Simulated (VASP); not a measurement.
Calculation: LDA (Ceperley-Alder, Perdew-Zunger), VASP's LDA PAW potentials (set 64) (plane waves; VASP).

The input files of a VASP run:

POSCAR:
```
Mo3Si
1
    4.8118063794     0.0000000000    -0.0000000000
   -0.0000000000     4.8118063794     0.0000000000
    0.0000000000     0.0000000000     4.8118063794
Si Mo
2 6
Direct
  0.5000000000   0.5000000000   0.5000000000
  0.0000000000   0.0000000000   0.0000000000
  0.2500000000   0.0000000000   0.5000000000
  0.5000000000   0.2500000000   0.0000000000
  0.5000000000   0.7500000000   0.0000000000
  0.7500000000   0.0000000000   0.5000000000
  0.0000000000   0.5000000000   0.7500000000
  0.0000000000   0.5000000000   0.2500000000
```

INCAR:
```
LASPH  =  T
ISIF  =  3   # ions, shape and volume
NELM  =  100   # most electronic steps
ALGO  =  Normal   # blocked Davidson
EDIFF  =  1E-6   # SCF stop (eV)
LMAXMIX  =  4   # l cut-off of mixed one-centre charges
ENCUT  =  500   # plane-wave cut-off (eV)
PSTRESS  =  50   # kbar
LREAL  =  F
NSW  =  40   # most ionic steps
ISMEAR  =  1   # Methfessel-Paxton
LCHARG  =  F
PREC  =  Accurate
EDIFFG  =  -0.02   # ionic stop
LWAVE  =  F
SIGMA  =  0.1
IBRION  =  2
SYSTEM  =  Mo3Si
```

**KPOINTS**
```
kpoints
0
G
7 7 7
```

POTCAR, in this order: Si Mo_sv (LDA.64 set). Program: vasp_std.

What VASP printed:

**OUTCAR**
```
 ion  position               nearest neighbor table
   1  0.500  0.500  0.500-   3 2.69   4 2.69   5 2.69   6 2.69   7 2.69   8 2.69   4 2.69   5 2.69
                             3 2.69   6 2.69   7 2.69   8 2.69
   2  0.000  0.000  0.000-   3 2.69   4 2.69   5 2.69   6 2.69   7 2.69   8 2.69   3 2.69   6 2.69
                             7 2.69   8 2.69   4 2.69   5 2.69
   3  0.250  0.000  0.500-   6 2.41   6 2.41   1 2.69   2 2.69   1 2.69   2 2.69   4 2.95   5 2.95
                             4 2.95   5 2.95   8 2.95   7 2.95   8 2.95   7 2.95
   4  0.500  0.250  0.000-   5 2.41   5 2.41   1 2.69   1 2.69   2 2.69   2 2.69   3 2.95   6 2.95
                             6 2.95   3 2.95   8 2.95   7 2.95   7 2.95   8 2.95
   5  0.500  0.750  0.000-   4 2.41   4 2.41   1 2.69   1 2.69   2 2.69   2 2.69   3 2.95   6 2.95
                             6 2.95   3 2.95   8 2.95   7 2.95   7 2.95   8 2.95
   6  0.750  0.000  0.500-   3 2.41   3 2.41   1 2.69   2 2.69   1 2.69   2 2.69   4 2.95   5 2.95
                             5 2.95   4 2.95   8 2.95   7 2.95   8 2.95   7 2.95
   7  0.000  0.500  0.750-   8 2.41   8 2.41   1 2.69   2 2.69   2 2.69   1 2.69   3 2.95   4 2.95
                             5 2.95   3 2.95   6 2.95   6 2.95   4 2.95   5 2.95
   8  0.000  0.500  0.250-   7 2.41   7 2.41   1 2.69   2 2.69   2 2.69   1 2.69   3 2.95   4 2.95
                             5 2.95   3 2.95   6 2.95   6 2.95   4 2.95   5 2.95
  LATTYP: Found a simple cubic cell.
 ALAT       =     4.8118063794
 Subroutine PRICEL returns:
 Original cell was already a primitive cell.
 Subroutine GETGRP returns: Found 48 space group operations
The static configuration has the point symmetry T_h .
 The point group associated with its full space group is O_h .
The dynamic configuration has the point symmetry T_h .
...
```

**OSZICAR**
```
       N       E                     dE             d eps       ncg     rms          rms(c)
DAV:   1     0.117775332428E+04    0.11778E+04   -0.53757E+04  2200   0.168E+03
DAV:   2    -0.337515830342E+02   -0.12115E+04   -0.11852E+04  2291   0.553E+02
DAV:   3    -0.906800715095E+02   -0.56928E+02   -0.55286E+02  2851   0.109E+02
DAV:   4    -0.918694923019E+02   -0.11894E+01   -0.11763E+01  2656   0.130E+01
DAV:   5    -0.918861806886E+02   -0.16688E-01   -0.16649E-01  2578   0.167E+00    0.504E+01
DAV:   6    -0.880601745452E+02    0.38260E+01   -0.13257E+01  2492   0.179E+01    0.144E+01
DAV:   7    -0.877091835959E+02    0.35099E+00   -0.91538E-01  2706   0.448E+00    0.372E+00
DAV:   8    -0.876507462733E+02    0.58437E-01   -0.12476E-01  2505   0.126E+00    0.567E-01
DAV:   9    -0.876497017182E+02    0.10446E-02   -0.64181E-03  2785   0.310E-01    0.316E-01
DAV:  10    -0.876495018806E+02    0.19984E-03   -0.76130E-04  2671   0.180E-01    0.100E-01
DAV:  11    -0.876495104396E+02   -0.85590E-05   -0.17891E-05  2538   0.228E-02    0.253E-02
DAV:  12    -0.876495090140E+02    0.14256E-05   -0.58151E-06  2555   0.144E-02    0.471E-03
DAV:  13    -0.876495090364E+02   -0.22448E-07   -0.16377E-07  1520   0.187E-03
   1 F= -.84172676E+02 E0= -.84172059E+02  d E =-.841727E+02
```

OUTCAR:
```
------------------------ aborting loop because EDIFF is reached ----------------------------------------
  FORCE on cell =-STRESS in cart. coord.  units (eV):
  Direction    XX          YY          ZZ          XY          YZ          ZX
  --------------------------------------------------------------------------------------
  Total        3.4051318      3.4051318      3.4051318     -0.0000000     -0.0000000      0.0000000
  in kB       48.9688692     48.9688692     48.9688692     -0.0000000     -0.0000000      0.0000000
  external PRESSURE =      -1.0311308 kB  Pullay stress =      50.0000000 kB
  volume of cell :      111.41
      direct lattice vectors                 reciprocal lattice vectors
     4.811806379  0.000000000  0.000000000     0.207822161  0.000000000  0.000000000
     0.000000000  4.811806379  0.000000000     0.000000000  0.207822161  0.000000000
     0.000000000  0.000000000  4.811806379     0.000000000  0.000000000  0.207822161
 POSITION                                       TOTAL-FORCE (eV/Angst)
 -----------------------------------------------------------------------------------
      2.40590      2.40590      2.40590        -0.000000      0.000000      0.000000
      0.00000      0.00000      0.00000        -0.000000      0.000000      0.000000
      1.20295      0.00000      2.40590         0.000000      0.000000     -0.000000
      2.40590      1.20295      0.00000        -0.000000      0.000000      0.000000
      2.40590      3.60885      0.00000         0.000000     -0.000000     -0.000000
      3.60885      0.00000      2.40590        -0.000000     -0.000000      0.000000
      0.00000      2.40590      3.60885        -0.000000      0.000000      0.000000
      0.00000      2.40590      1.20295         0.000000     -0.000000     -0.000000
 -----------------------------------------------------------------------------------
    total drift:                                0.000000      0.000000     -0.000000
  FREE ENERGIE OF THE ION-ELECTRON SYSTEM (eV)
  ---------------------------------------------------
  free  energy   TOTEN  =       -87.6495090364 eV

  energy  without entropy=      -87.6476571135  energy(sigma->0) =      -87.64889173
  enthalpy is  TOTEN    =       -84.1726758630 eV   P V=        3.4768331735

 reached required accuracy - stopping structural energy minimisation
```
(Selected blocks of OUTCAR.)

The compound is Mo3Si in the A15 structure. It was relaxed first under an external pressure of 5 GPa.
